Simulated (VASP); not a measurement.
Consider the following.

```xyz
3
Lattice="0.0000 3.0087 3.0087 3.0087 0.0000 3.0087 3.0087 3.0087 0.0000" Properties=species:S:1:pos:R:3 pbc="T T T"
Pb     0.0000     0.0000     0.0000
F      1.5043     1.5043     1.5043
F      4.5130     4.5130     4.5130
```

These are PBE GGA with D3 dispersion (Becke-Johnson damping), VASP's PBE PAW potentials (set 64) (plane waves; VASP) values and carry that method's errors. Numerical set-up: 520 eV cut-off, 7×7×7 Γ-centred mesh, Gaussian smearing of 0.050 eV, potentials Pb_d F.

### Question
Estimate the energy per atom (σ→0), pressure.

### Answer

```
Item                           Result
---------------------  --------------
energy per atom (σ→0)  -4.930 eV/atom
pressure                    -2.00 GPa
```

Only differences to runs with the same potentials and settings are physical.

The compound is PbF2 in the fluorite structure, the β form. This cell is one point of a volume scan, at 1.03 of the reference volume.
